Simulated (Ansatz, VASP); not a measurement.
# One calculation of BPd4, two programs

File INCAR:

```
PREC     = Accurate       # precision mode
ENCUT    = 600            # plane-wave cutoff, eV
EDIFF    = 1E-6           # SCF threshold, eV
ISMEAR   = 0              # smearing method
SIGMA    = 0.1            # smearing width, eV
LREAL    = False          # projectors in reciprocal space
LASPH    = True           # aspherical terms in the spheres
NELM     = 100            # most SCF steps
ALGO     = Fast           # electronic algorithm
ISIF     = 3              # what is computed and relaxed
LWAVE    = False          # write WAVECAR
LCHARG   = False          # write CHGCAR
GGA      = PE             # functional
IBRION   = 2              # ionic algorithm
NSW      = 90             # ionic steps
EDIFFG   = -0.04          # ionic threshold
```

File KPOINTS:

```
regular mesh
0
Gamma
  4 4 4
```

Contents of POSCAR:

```
BPd4
1.0
   -2.7630537400      2.7630537400      2.7630537400
    2.7630537400     -2.7630537400      2.7630537400
    2.7630537400      2.7630537400     -2.7630537400
B Pd
1 4
Direct
    0.0000000000      0.0000000000      0.0000000000
    0.3495999900      0.3495999900      0.3495999900
    0.6504000100      0.0000000000      0.0000000000
    0.0000000000      0.0000000000      0.6504000100
    0.0000000000      0.6504000100      0.0000000000
```

Input for Ansatz:

```yaml
crystal:
  lattice:
    - [-2.76305374, 2.76305374, 2.76305374]
    - [2.76305374, -2.76305374, 2.76305374]
    - [2.76305374, 2.76305374, -2.76305374]
  atoms:
    - { symbol: B, position: [0.0, 0.0, 0.0] }
    - { symbol: Pd, position: [0.34959999, 0.34959999, 0.34959999] }
    - { symbol: Pd, position: [0.65040001, 0.0, 0.0] }
    - { symbol: Pd, position: [0.0, 0.0, 0.65040001] }
    - { symbol: Pd, position: [0.0, 0.65040001, 0.0] }
basis:
  ecutwfc: 420
kpoints:
  mp_grid: { grid: [4, 4, 4] }
hamiltonian:
  xc: pbe
scf:
  occupations: { method: gaussian, width: 0.1 }
  lower_state_search: "off"
output:
  forces: true
  stress: true
  eigenvalues: true
relax:
  adjacent_minimum: "off"
  f_tol: 0.04
  max_steps: 70
  cell: { stress_tol: 0.4 }
```

Change from the starting cell: species swapped into the GeF4 type (I-43m, No. 217).

Alike in both runs: task relaxation of cell and atoms; functional PBE; k mesh 4 × 4 × 4; occupations gaussian, width 0.1 eV; no spin polarisation.

```csv
,VASP,Ansatz
version,VASP 6.6.1,Ansatz 0.2.0
potentials or method,"VASP PAW PBE potentials, release 64 (B, Pd)","scalar-relativistic, plane waves, PAW"
plane-wave cutoff (eV),600,420
valence electrons in the cell,43,75
```

Ansatz gave:

* gap on the k mesh at the Fermi level, each at its own relaxed structure (eV): none
* relaxed volume (Å³/atom): 15.54
* relaxed cell length with the largest relative difference (Å): 4.656
* energy change over the relaxation (meV/atom): -926

**Question.** Which values does VASP return?

**Answer.** gap on the k mesh at the Fermi level, each at its own relaxed structure (eV): none; relaxed volume (Å³/atom): 15.43; relaxed cell length with the largest relative difference (Å): 4.645; energy change over the relaxation (meV/atom): -961.

A gap of «none» marks a metal or a gap that the smearing closes. The two sets of potentials don't hold the same shells in valence.

Caveats: the k mesh is coarse (spacing up to 0.40 Å⁻¹), so the values aren't converged.
